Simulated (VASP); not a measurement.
Input for VASP

**KPOINTS**
```
Automatic mesh
0
G
10 10 10
0 0 0
```

File POSCAR:
```
NiSi2
1
    0.0000000000     2.7479220696     2.7479220696
    2.7479220696     0.0000000000     2.7479220696
    2.7479220696     2.7479220696     0.0000000000
Si Ni
2 1
Direct
  0.2500000000   0.2500000000   0.2500000000
  0.7500000000   0.7500000000   0.7500000000
  0.0000000000   0.0000000000   0.0000000000
```

### INCAR
```
ALGO  =  Normal
EDIFF  =  1E-7
ENCUT  =  520
GGA  =  PE
ISIF  =  2
ISMEAR  =  1
IVDW  =  13
LASPH  =  T
LCHARG  =  F
LMAXMIX  =  4
LREAL  =  F
LWAVE  =  F
NELM  =  100
PREC  =  Accurate
SIGMA  =  0.1
SYSTEM  =  NiSi2
```

POTCAR, in this order: Si Ni (PBE.64 set). Program: vasp_std.

Problem. Write an equivalent input for Ansatz.

Solution. One equivalent input (not run):
Ansatz 0.2 input:
```yaml
crystal:
  lattice:
    - [0.0000000, 2.7479221, 2.7479221]
    - [2.7479221, 0.0000000, 2.7479221]
    - [2.7479221, 2.7479221, 0.0000000]
  atoms:
    - { symbol: Si, position: [0.2500000, 0.2500000, 0.2500000] }
    - { symbol: Si, position: [0.7500000, 0.7500000, 0.7500000] }
    - { symbol: Ni, position: [0.0000000, 0.0000000, 0.0000000] }
kpoints:
  mp_grid: { grid: [10, 10, 10] }
hamiltonian:
  xc: pbe
  dispersion: d4
  pseudopotentials: { kind: paw }
scf:
  occupations: { method: methfessel_paxton, width: 0.1 }
  max_iter: 100
output: { forces: true, stress: true, eigenvalues: true }
```
Limits of the translation: each code has its own PAW files, so the cut-off isn't converted (ENCUT is set for VASP's; basis.ecutwfc is left out, and Ansatz then takes the one that its files recommend); Ansatz stops its SCF on the density residual and VASP on the energy change (EDIFF).

The compound is NiSi2 in the fluorite structure. This cell is one point of a volume scan, at 1.06 of the reference volume.
